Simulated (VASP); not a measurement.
```yaml
crystal:
  lattice:
    - [0.00000, 2.94350, 2.94350]
    - [2.94350, 0.00000, 2.94350]
    - [2.94350, 2.94350, 0.00000]
  atoms:
    - { symbol: In, position: [0.00000, 0.00000, 0.00000] }
    - { symbol: P, position: [0.25000, 0.25000, 0.25000] }
```

The numbers are results of AM05 GGA, VASP's PBE PAW potentials (set 64) (plane waves; VASP 6.6.1), not measurements. Run with 520 eV cut-off, Gaussian smearing of 0.050 eV, potentials In_d P.

Unless said otherwise, spin-orbit coupling is left out, though it shifts the bands of the heavy elements here.

Predict the band gap (along the path) with the smallest direct gap where there is one.

```
Quantity                               Result
------------------------------------  -------
band gap (along the path)             0.63 eV
smallest direct gap (along the path)  0.63 eV
```

The absolute energy has meaning only against runs of the same code, potentials and settings.

The compound is InP in the zinc blende structure. It was relaxed first.
